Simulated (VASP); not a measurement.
Wanted: the native input for a VASP 6.6.1 run.

| Item | Value |
| --- | --- |
| Task | single point |
| Functional | PBE |
| Potentials or basis | VASP PAW PBE potentials, release 64 (Si, Ag) |
| Cutoff | 520 eV |
| k mesh | 8 × 8 × 4 |
| Occupations | fermi-dirac, width 0.1 eV |
| Spin | no spin polarisation |
| Dipole correction | no |
| Further INCAR settings | ALGO = Fast; EDIFF = 1e-07; NBANDS = 16 |

The structure of Si2Ag lies in POSCAR:

```
Si2Ag
1.0
    2.9036440000      0.0000000000      0.0000000000
    0.0000000000      2.9036440000      0.0000000000
    0.0000000000      0.0000000000      5.9909460000
Si Ag
2 1
Direct
    0.5000000000      0.5000000000      0.2950000000
    0.5000000000      0.5000000000      0.7050000000
    0.0000000000      0.0000000000      0.0000000000
```

The cell was built by a generator and needn't be a form met in nature.

The input as run:

INCAR

```
SYSTEM = Si2Ag
ALGO = Fast ; EDIFF = 1E-7
ENCUT = 520 ; GGA = PE
ISIF = 2 ; ISMEAR = -1
LASPH = .TRUE. ; LCHARG = .FALSE.
LREAL = .FALSE. ; LWAVE = .FALSE.
NBANDS = 16 ; NELM = 80
PREC = Accurate ; SIGMA = 0.1
```

KPOINTS

```
k-points
0
G
  8 8 4
  0 0 0
```

Potentials or basis: VASP PAW PBE potentials, release 64 (Si, Ag).

The run is started by

```sh
$ cat potpaw_PBE.64/Si/POTCAR potpaw_PBE.64/Ag/POTCAR > POTCAR
$ mpirun -np 1 vasp_std > vasp.out
```

Results of the run:

| Quantity | Value |
| --- | --- |
| Pressure | 5.1 GPa |
| Largest force | 0.937 eV/Å |
| Band gap on the k mesh | none (metal or under the smearing width) |

It took 34 s on 1 thread of Intel(R) Xeon(R) Platinum 8559C (Emerald Rapids), with other jobs on the host, peak memory 0.18 GiB.
